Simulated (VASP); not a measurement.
# HfIn4SiO6 (C2) in VASP: a series of runs, part 2 of 2

VASP 6.6.1. Earlier steps stand in the parts before.

## (3) Relaxation of cell and atoms, PBE+D3

File INCAR:

```
SYSTEM = HfIn4SiO6
PREC     = Accurate       ! precision mode
ENCUT    = 600            ! plane-wave cutoff, eV
EDIFF    = 1E-7           ! SCF threshold, eV
ISMEAR   = -1             ! smearing method
SIGMA    = 0.05           ! smearing width, eV
LREAL    = .FALSE.        ! projectors in reciprocal space
LASPH    = .TRUE.         ! aspherical terms in the spheres
NELM     = 80             ! most SCF steps
ALGO     = Fast           ! electronic algorithm
ISIF     = 3              ! what is computed and relaxed
LWAVE    = .FALSE.        ! write WAVECAR
LCHARG   = .FALSE.        ! write CHGCAR
GGA      = PE             ! functional
IVDW     = 11             ! dispersion correction
IBRION   = 2              ! ionic algorithm
NSW      = 40             ! ionic steps
EDIFFG   = -0.01          ! ionic threshold
KPAR     = 4
```

File KPOINTS:

```
Automatic mesh
0
G
  6 6 4
  0 0 0
```

File POSCAR:

```
HfIn4SiO6
1.0
    2.7158500000     -4.7035700000      0.0083300000
    2.7158500000      4.7035700000      0.0083300000
   -1.8791500000      0.0000000000      7.4012700000
Hf In Si O
1 4 1 6
Direct
    0.7883500000      0.2116500000      0.0000000000
    0.6217500000      0.3782500000      0.5000000000
    0.4550200000      0.5449800000      0.0000000000
    0.2840700000      0.7159300000      0.5000000000
    0.9581400000      0.0418600000      0.5000000000
    0.1216800000      0.8783200000      0.0000000000
    0.0621900000      0.1141500000      0.8666600000
    0.8858500000      0.9378100000      0.1333400000
    0.7949000000      0.5378400000      0.8666300000
    0.4621600000      0.2051000000      0.1333700000
    0.1535200000      0.6287900000      0.1333300000
    0.3712100000      0.8464800000      0.8666700000
```

Potentials or basis: VASP PAW PBE potentials, release 64 (Hf_pv, In_d, Si, O).

Started as:

```sh
$ cat potpaw_PBE.64/Hf_pv/POTCAR potpaw_PBE.64/In_d/POTCAR potpaw_PBE.64/Si/POTCAR potpaw_PBE.64/O/POTCAR > POTCAR
$ mpirun -np 4 vasp_std > vasp.out
```

It took 37 min on 4 MPI ranks of AMD EPYC 7R13 (Zen 3), shared host; peak memory 0.77 GiB.

It converged, with:

```yaml
Free_energy: -78.5746 eV
Relaxed_volume: 15.32 Å³/atom
Relaxed_cell: a = 5.393 Å, b = 5.393 Å, c = 7.525 Å, α = 97.05°, β = 97.05°, γ = 119.95°
Space_group_after_relaxing_to_0.05_Å: C2 (No. 5)
Energy_gained_by_relaxing: 3.2 meV/atom
Ionic_steps: 9
Pressure_after_relaxing: 0.0 GPa
Largest_force_after_relaxing: 0.005 eV/Å
Band_gap_on_the_k_mesh: none (metal or under the smearing width)
Dispersion_energy_per_atom: -0.170 eV
```

Forces in eV/Å, atoms in the order of the input:
```
Hf   0.000 -0.002  0.000
In   0.000  0.003  0.000
In   0.000  0.001  0.000
In   0.000 -0.001  0.000
In   0.000 -0.002  0.000
Si   0.000  0.000  0.000
O    0.000 -0.002  0.001
O    0.000 -0.002 -0.001
O    0.002  0.003  0.001
O   -0.002  0.003 -0.001
O    0.005 -0.001 -0.001
O   -0.005 -0.001  0.001
```

Step by step:
```tsv
step	energy change (eV)	largest force (eV/Å)	pressure (GPa)	volume (Å³)
1	0.0000	0.1463	-2.28	189.24
2	-0.0083	0.3498	1.96	183.15
3	-0.0267	0.1731	-0.04	185.86
4	-0.0332	0.0841	-0.06	185.24
5	-0.0355	0.0732	-0.07	184.51
6	-0.0380	0.0244	0.00	183.99
7	-0.0382	0.0156	0.02	183.81
8	-0.0382	0.0155	0.02	183.79
9	-0.0383	0.0049	0.00	183.88
```

Final structure:
```xyz
12
Lattice="2.6989 -4.6696 0.0079 2.6989 4.6696 0.0079 -1.8682 0.0000 7.2895" Properties=species:S:1:pos:R:3 pbc="T T T"
Hf    2.6989   -2.6921    0.0079
In    1.7648   -1.1326    3.6527
In    2.6989    0.4204    0.0079
In    1.7648    2.0105    3.6527
In    1.7648   -4.2772    3.6527
Si    2.6989    3.5335    0.0079
O    -1.1483    0.2472    6.3015
O     4.6779    0.2472    1.0039
O     1.9768   -1.2073    6.3099
O     1.5528   -1.2073    0.9954
O     1.8563    2.2210    0.9958
O     1.6733    2.2210    6.3095
```

Levels at points of the mesh, in eV from the Fermi level:
```
           k point  band 48  band 49  band 50  band 51  band 52  band 53  band 54  band 55
(0.00, 0.00, 0.00)    -3.81    -0.76    -0.53    -0.39    -0.25    -0.08    -0.05     0.45
(0.50, 0.00, 0.00)    -3.82    -3.58    -2.34    -1.89     1.05     1.49     1.82     1.98
(0.50, 0.50, 0.00)    -3.88    -3.75    -2.27    -1.71     1.13     1.57     1.59     2.02
(0.00, 0.00, 0.50)    -3.54    -1.16    -0.74    -0.54    -0.22    -0.17    -0.10    -0.05
(0.50, 0.00, 0.50)    -3.60    -3.37    -2.24    -1.69     0.87     1.34     1.88     1.99
(0.50, 0.50, 0.50)    -3.51    -3.27    -2.35    -1.87     0.79     1.40     1.92     2.01
```

Caveat: pairwise dispersion overbinds metals, which lowers pressure and volume. Spin-orbit coupling is left out, which matters for the levels of Hf.

## (4) Relaxation of cell and atoms, PBE+D3(BJ)

Changes to INCAR since step 3:

```diff
@@ -14,3 +14,3 @@
 GGA      = PE             ! functional
-IVDW     = 11             ! dispersion correction
+IVDW     = 12             ! dispersion correction
 IBRION   = 2              ! ionic algorithm
```

KPOINTS is that of step 3.

POSCAR is that of step 3.

Started as:

```sh
$ cat potpaw_PBE.64/Hf_pv/POTCAR potpaw_PBE.64/In_d/POTCAR potpaw_PBE.64/Si/POTCAR potpaw_PBE.64/O/POTCAR > POTCAR
$ mpirun -np 4 vasp_std > vasp.out
```

It took 37 min on 4 MPI ranks of AMD EPYC 7R13 (Zen 3), shared host; peak memory 0.76 GiB.

Results (log left out):

| Quantity | Value |
| --- | --- |
| Free energy | -79.3312 eV |
| Relaxed volume | 15.16 Å³/atom |
| Relaxed cell | a = 5.391 Å, b = 5.391 Å, c = 7.457 Å, α = 97.12°, β = 97.12°, γ = 119.94° |
| Space group after relaxing (to 0.05 Å) | C2 (No. 5) |
| Energy gained by relaxing | 5.6 meV/atom |
| Ionic steps | 8 |
| Pressure after relaxing | 0.1 GPa |
| Largest force after relaxing | 0.009 eV/Å |
| Band gap on the k mesh | none (metal or under the smearing width) |
| Dispersion energy per atom | -0.235 eV |

Forces in eV/Å, atoms in the order of the input:
```
Hf   0.000 -0.001  0.000
In   0.000  0.002  0.000
In   0.000  0.000  0.000
In   0.000 -0.001  0.000
In   0.000 -0.002  0.000
Si   0.000  0.001  0.000
O   -0.002 -0.002 -0.008
O    0.002 -0.002  0.008
O    0.003  0.002 -0.008
O   -0.003  0.002  0.008
O    0.004  0.000  0.007
O   -0.004  0.000 -0.007
```

Step by step:
| step | energy change (eV) | largest force (eV/Å) | pressure (GPa) | volume (Å³) |
| --- | --- | --- | --- | --- |
| 1 | 0.0000 | 0.1334 | -2.85 | 189.24 |
| 2 | -0.0162 | 0.4538 | 2.28 | 181.65 |
| 3 | -0.0411 | 0.2286 | -0.05 | 184.91 |
| 4 | -0.0559 | 0.1274 | -0.03 | 183.86 |
| 5 | -0.0644 | 0.0967 | 0.05 | 182.21 |
| 6 | -0.0667 | 0.0213 | -0.03 | 182.05 |
| 7 | -0.0667 | 0.0224 | -0.03 | 182.06 |
| 8 | -0.0668 | 0.0093 | 0.10 | 181.98 |

Final structure:
```
CELL_PARAMETERS angstrom
2.69821 -4.66744 0.00798
2.69821 4.66744 0.00798
-1.86732 0.00000 7.21932
ATOMIC_POSITIONS crystal
Hf 0.78826 0.21174 0.00000
In 0.62152 0.37848 0.50000
In 0.45499 0.54501 0.00000
In 0.28472 0.71528 0.50000
In 0.95774 0.04226 0.50000
Si 0.12165 0.87835 0.00000
O 0.05982 0.11248 0.86340
O 0.88752 0.94018 0.13660
O 0.79444 0.53611 0.86329
O 0.46389 0.20556 0.13671
O 0.15360 0.62932 0.13664
O 0.37068 0.84640 0.86336
```

Levels at points of the mesh, in eV from the Fermi level:
```csv
k point,band 47,band 48,band 49,band 50,band 51,band 52,band 53,band 54,band 55,band 56
"(0.00, 0.00, 0.00)",-3.98,-3.89,-0.72,-0.48,-0.42,-0.26,-0.09,-0.07,0.43,1.01
"(0.50, 0.00, 0.00)",-3.90,-3.88,-3.62,-2.36,-1.85,1.01,1.47,1.79,1.96,2.08
"(0.50, 0.50, 0.00)",-3.96,-3.93,-3.82,-2.27,-1.66,1.09,1.51,1.60,1.99,2.11
"(0.00, 0.00, 0.50)",-3.88,-3.55,-1.18,-0.70,-0.48,-0.24,-0.17,-0.11,-0.06,1.58
"(0.50, 0.00, 0.50)",-3.89,-3.63,-3.41,-2.25,-1.64,0.83,1.30,1.85,1.94,2.11
"(0.50, 0.50, 0.50)",-3.88,-3.53,-3.30,-2.36,-1.83,0.75,1.37,1.89,1.95,2.23
```

Caveat: pairwise dispersion overbinds metals, which lowers pressure and volume. The run has no spin-orbit coupling, so splittings on Hf are missing.

## (5) The runs side by side

```tsv
level	gap on the mesh (eV)	pressure (GPa)	relaxed volume (Å³/atom)	largest force (eV/Å)
PBE+D2	none	0.0	14.77	0.01
PBE+D3	none	0.0	15.32	-
PBE+D3(BJ)	none	0.1	15.16	0.01
```

Alike in all rows: task relaxation of cell and atoms; potentials or basis VASP PAW PBE potentials, release 64 (Hf_pv, In_d, Si, O); no spin polarisation; cell relaxed; k mesh 6 × 6 × 4; cutoff (eV) 600; smearing fermi-dirac 0.05 eV.

Caveats: pairwise dispersion overbinds metals, which lowers pressure and volume; atom-pairwise D2, TS and ULG terms overbind metals (some runs).

Absolute energies hang on the potentials; compare differences alone.
